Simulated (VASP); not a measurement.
VASP ran on this input.

**KPOINTS**
```
Automatic mesh
0
Monkhorst-Pack
10 9 3
0 0 0
```

### INCAR
```
SYSTEM = Hf
PREC = Accurate
ENCUT = 400
EDIFF = 1E-6
NELM = 100
ALGO = Normal
LREAL = .FALSE.
LASPH = .TRUE.
ISMEAR = 1
SIGMA = 0.1
GGA = PE
LMAXMIX = 6
LWAVE = .FALSE.
LCHARG = .FALSE.
ISIF = 2
```

**POSCAR**
```
Hf
1
    1.6269000000    -2.8178730000     0.0000000000
    1.6269000000     2.8178730000     0.0000000000
    0.0000000000     0.0000000000     5.1510000000
Hf
2
Direct
  0.3333330000   0.6666670000   0.2500000000
  0.6666670000   0.3333330000   0.7500000000
```

POTCAR, in this order: Hf_pv (PBE.64 set). Program: vasp_std.

The run wrote:

File standard output:
```
 POSCAR found type information on POSCAR Hf
 POSCAR found :  1 types and       2 ions
 Reading from existing POTCAR
 Reading from existing POTCAR
 LDA part: xc-table for (Slater+PW92), standard interpolation

 -----------------------------------------------------------------------------
|                                                                             |
|           W    W    AA    RRRRR   N    N  II  N    N   GGGG   !!!           |
|           W    W   A  A   R    R  NN   N  II  NN   N  G    G  !!!           |
|           W    W  A    A  R    R  N N  N  II  N N  N  G       !!!           |
|           W WW W  AAAAAA  RRRRR   N  N N  II  N  N N  G  GGG   !            |
|           WW  WW  A    A  R   R   N   NN  II  N   NN  G    G                |
|           W    W  A    A  R    R  N    N  II  N    N   GGGG   !!!           |
|                                                                             |
|     Your reciprocal lattice and k-lattice belong to different lattice       |
|     classes:                                                                |
|                                                                             |
|        The reciprocal lattice is hexagonal,                                 |
|        whereas your k-lattice is simple monoclinic.                         |
|                                                                             |
|     Results are often still useful ...                                      |
|                                                                             |
 -----------------------------------------------------------------------------

 POSCAR, INCAR and KPOINTS ok, starting setup
 WAVECAR not read
 entering main loop
       N       E                     dE             d eps       ncg     rms          rms(c)
DAV:   1     0.405239449205E+02    0.40524E+02   -0.10298E+04  2600   0.111E+03
DAV:   2    -0.187099823571E+02   -0.59234E+02   -0.58225E+02  3174   0.236E+02
DAV:   3    -0.205739238781E+02   -0.18639E+01   -0.18315E+01  3414   0.288E+01
DAV:   4    -0.205953199748E+02   -0.21396E-01   -0.21339E-01  3052   0.367E+00
DAV:   5    -0.205956227885E+02   -0.30281E-03   -0.30279E-03  3566   0.372E-01    0.631E+01
DAV:   6    -0.200149527393E+02    0.58067E+00   -0.58560E-01  2730   0.575E+00    0.373E+01
DAV:   7    -0.198169257038E+02    0.19803E+00   -0.96761E-01  2830   0.705E+00    0.198E+00
DAV:   8    -0.198055178208E+02    0.11408E-01   -0.65108E-02  2838   0.192E+00    0.159E-01
DAV:   9    -0.198056113125E+02   -0.93492E-04   -0.13369E-03  3576   0.291E-01    0.199E-01
DAV:  10    -0.198055985812E+02    0.12731E-04   -0.69897E-05  2998   0.655E-02    0.265E-01
DAV:  11    -0.198056011018E+02   -0.25206E-05   -0.80127E-06  3462   0.234E-02    0.115E-02
DAV:  12    -0.198056013989E+02   -0.29704E-06   -0.47344E-07  2034   0.565E-03
   1 F= -.19805601E+02 E0= -.19806136E+02  d E =0.160250E-02
```

### OUTCAR
```
------------------------ aborting loop because EDIFF is reached ----------------------------------------
  FORCE on cell =-STRESS in cart. coord.  units (eV):
  Direction    XX          YY          ZZ          XY          YZ          ZX
  --------------------------------------------------------------------------------------
  Total       -1.3120060     -1.3120055     -1.7446126     -0.0000000      0.0000000      0.0000000
  in kB      -44.5084603    -44.5084458    -59.1841977     -0.0000000      0.0000000      0.0000000
  external PRESSURE =     -49.4003679 kB  Pullay stress =       0.0000000 kB
  volume of cell :       47.23
      direct lattice vectors                 reciprocal lattice vectors
     1.626900000 -2.817873000  0.000000000     0.307332965 -0.177438799  0.000000000
     1.626900000  2.817873000  0.000000000     0.307332965  0.177438799  0.000000000
     0.000000000  0.000000000  5.151000000     0.000000000  0.000000000  0.194137061
 POSITION                                       TOTAL-FORCE (eV/Angst)
 -----------------------------------------------------------------------------------
      1.62690      0.93929      1.28775        -0.000000      0.000000      0.000000
      1.62690     -0.93929      3.86325         0.000000     -0.000000      0.000000
 -----------------------------------------------------------------------------------
    total drift:                                0.000000      0.000191      0.000001
  FREE ENERGIE OF THE ION-ELECTRON SYSTEM (eV)
  ---------------------------------------------------
  free  energy   TOTEN  =       -19.8056013989 eV

  energy  without entropy=      -19.8072039037  energy(sigma->0) =      -19.80613557
```
(Selected blocks of OUTCAR.)

Q: Read input and log: which fault does this run have?
A. a line-mode KPOINTS file was used for a self-consistent run
B. selective dynamics freezes every atom
C. the mesh has unequal divisions along equivalent axes and breaks the lattice's symmetry
D. the lattice was typed in bohr, and VASP reads ångström

A: C, the mesh has unequal divisions along equivalent axes and breaks the lattice's symmetry. The run ends without an error. Against the sound run, the energy per atom (σ→0) is nearly the same; the pressure goes up by 0.17 GPa.

To mend it, correct KPOINTS.
KPOINTS:
```
Automatic mesh
0
Gamma
10 10 6
0 0 0
```
The mended run (PBE GGA, plane waves, VASP's PBE PAW potentials (set 64)) converges, and its OSZICAR ends with
```
   1 F= -.19807142E+02 E0= -.19806698E+02  d E =-.133316E-02
```

The compound is Hf in the hcp structure. The cell was not relaxed at this level.
